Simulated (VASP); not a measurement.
Set up this calculation in VASP 6.6.1, as the native input.

* Task: single point
* Functional: PBE
* Potentials or basis: VASP PAW PBE potentials, release 64 (O, C, S)
* Cutoff: 520 eV
* k mesh: 1 × 1 × 1
* Occupations: fermi-dirac, width 0.02 eV
* Spin: no spin polarisation
* Dipole correction: no
* Further INCAR settings: LREAL = Auto; ALGO = Fast; EDIFF = 1e-06; NBANDS = 82

The structure of CSO lies in POSCAR:

```
CSO
1.0
    8.7241410000      0.0000000000      0.0000000000
    0.0000000000      8.7241410000      0.0000000000
    0.0000000000      0.0000000000      8.7241410000
O C S
8 8 8
Direct
    0.9391067843      0.8757079923      0.2550394360
    0.5090014020      0.4170611181      0.0165173855
    0.1493327538      0.4848844144      0.1149454141
    0.2395536707      0.9093617354      1.0412944954
    0.8777139205      0.3525733938      0.6012970217
    0.5581294479      0.0696687502      0.2046619833
    0.6549412716      0.6607756569      0.6912886896
    0.3319066026      0.5144002143      0.6378851511
    1.0330759212      0.8202526759      0.3350014632
    0.5753345802      0.4469207914      0.1289410614
    0.1240007469      0.3621330742      0.1661023131
    0.1519347292      0.8587321090      0.9575842481
    0.8715815116      0.2848647219      0.7171708940
    0.5592642301      0.0532430643      0.3382338731
    0.6254483966      0.7533922251      0.7839969574
    0.2980694604      0.3930129052      0.6819582581
    1.1455339844      0.7413108064      0.4516433194
    0.6608444316      0.4822251268      0.2792825105
    0.0774517514      0.2122959727      0.2448034712
    0.0430529493      0.7957345027      0.8270613691
    0.8559811218      0.2040544737      0.8764989012
    0.5744175845      0.0244723234      0.5162571306
    0.5818910997      0.8629159020      0.9235293194
    0.2446888467      0.2227726489      0.7288282021
```

The cell was built by a generator and needn't be a form met in nature.

One way to write it, as run:

INCAR

```
SYSTEM = CSO
ALGO     = Fast           ! electronic algorithm
EDIFF    = 1E-6           ! SCF threshold, eV
ENCUT    = 520            ! plane-wave cutoff, eV
GGA      = PE             ! functional
ISIF     = 2              ! what is computed and relaxed
ISMEAR   = -1             ! smearing method
LASPH    = .TRUE.         ! aspherical terms in the spheres
LCHARG   = .TRUE.         ! write CHGCAR
LELF     = .TRUE.         ! ELF
LREAL    = Auto         
LVHAR    = .TRUE.       
LWAVE    = .FALSE.        ! write WAVECAR
NBANDS   = 82             ! bands
NELM     = 100            ! most SCF steps
PREC     = Accurate       ! precision mode
SIGMA    = 0.02           ! smearing width, eV
```

KPOINTS

```
k-points
0
G
  1 1 1
  0 0 0
```

Potentials or basis: VASP PAW PBE potentials, release 64 (O, C, S).

The run is started by

```sh
$ cat potpaw_PBE.64/O/POTCAR potpaw_PBE.64/C/POTCAR potpaw_PBE.64/S/POTCAR > POTCAR
$ mpirun -np 1 vasp_gam > vasp.out
```

Results of the run:

The pressure is 0.4 GPa. The largest force is 4.001 eV/Å and the band gap on the k mesh is 4.51 eV, direct.

Caveat: the standard files for N, O and F lose accuracy on very short bonds.

Run time: 2.5 min on 1 thread of Intel(R) Xeon(R) Platinum 8488C (Sapphire Rapids), with other jobs on the host, peak memory 0.69 GiB.
